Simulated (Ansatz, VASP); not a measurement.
**One calculation of CaMg6Si, two programs**

```xyz
8
Lattice="5.0336 0.0000 0.0000 0.0000 3.0693 5.9907 0.0000 -3.0693 5.9907" Properties=species:S:1:pos:R:3 pbc="T T T"
Ca    2.5168    0.0000    2.1501
Si    2.5168    0.0000    7.7439
Mg    0.0000    0.0000    9.7954
Mg    0.0000    0.0000    4.1114
Mg    0.0000   -1.4972    6.9341
Mg    0.0000    1.4972    6.9341
Mg    2.5168   -1.5333    5.1281
Mg    2.5168    1.5333    5.1281
```

The cell comes from a database or a generator and needn't be the stable form of this composition.

Alike in both runs: task single point; functional PBE; k mesh 5 × 5 × 5; occupations fermi-dirac, width 0.05 eV; no spin polarisation.

|  | VASP | Ansatz |
| --- | --- | --- |
| version | VASP 6.6.1 | Ansatz 0.2.0 |
| potentials or method | VASP PAW PBE potentials, release 64 (Ca_sv, Si, Mg) | Ansatz PAW |
| plane-wave cutoff (eV) | 520 | 420 |
| valence electrons in the cell | 26 | 74 |

```csv
,VASP,Ansatz,Ansatz less VASP
gap on the k mesh at the Fermi level (eV),none,none,-
pressure (GPa),0.0,0.1,+0.07
largest component of the traceless stress (GPa),0.35,0.35,-0.008
rms of the force components (eV/Å),0.026,0.025,-0.0013
```

Atom by atom the forces differ by 0.002 eV/Å (rms over components). A gap of «none» marks a metal or a gap that the smearing closes. The functional is the same, so the differences come from potentials, cutoffs and numerics. The two sets of potentials don't hold the same shells in valence.
